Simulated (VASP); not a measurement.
Given:

```
CELL_PARAMETERS angstrom
      2.27533    -3.87354     0.00000
      2.27533     3.87354     0.00000
      0.00000     0.00000     4.66316
ATOMIC_POSITIONS crystal
  Ga 0.15633 0.84367 0.91786
  Ga 0.34367 0.65633 0.41786
  Ga 0.65633 0.34367 0.58214
  Ga 0.84367 0.15633 0.08214
```

Calculation: PBE GGA, VASP's PBE PAW potentials (set 64) (plane waves; VASP). Numerical set-up: 480 eV cut-off, 8×8×6 Γ-centred mesh, first-order Methfessel-Paxton smearing of 0.10 eV, potentials Ga_d.

### Question
Estimate the energy per atom (σ→0), band gap (on the k-mesh) with the smallest direct gap where there is one.

### Answer

```json
{
  "band gap (on the k-mesh)": "none (metal, semimetal or under 0.01 eV)",
  "energy per atom (σ→0)": "-2.903 eV/atom"
}
```

The compound is Ga in the alpha structure. This cell was strained or had an atom moved on purpose. Symmetry was kept, so distortions that lower it aren't found.
